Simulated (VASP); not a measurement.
Consider the following.

```
BaTe
1.0
    0.00000     3.59578     3.59578
    3.59578     0.00000     3.59578
    3.59578     3.59578     0.00000
Ba Te
1 1
Cartesian
  0.00000   0.00000   0.00000
  3.59578   3.59578   3.59578
```

The numbers are results of RPBE GGA, VASP's PBE PAW potentials (set 64) (plane waves; VASP 6.6.1), not measurements. Settings: 520 eV cut-off, 7×7×7 Γ-centred mesh, tetrahedra with Blöchl corrections, potentials Ba_sv Te.

What does the run give for the energy per atom (σ→0)?

```json
{
  "energy per atom (σ→0)": "-4.046 eV/atom"
}
```

Total energies compare only between runs with the same potentials, cut-off and functional.

The compound is BaTe in the rock salt structure. It was relaxed first, which changed the volume by +8 %.
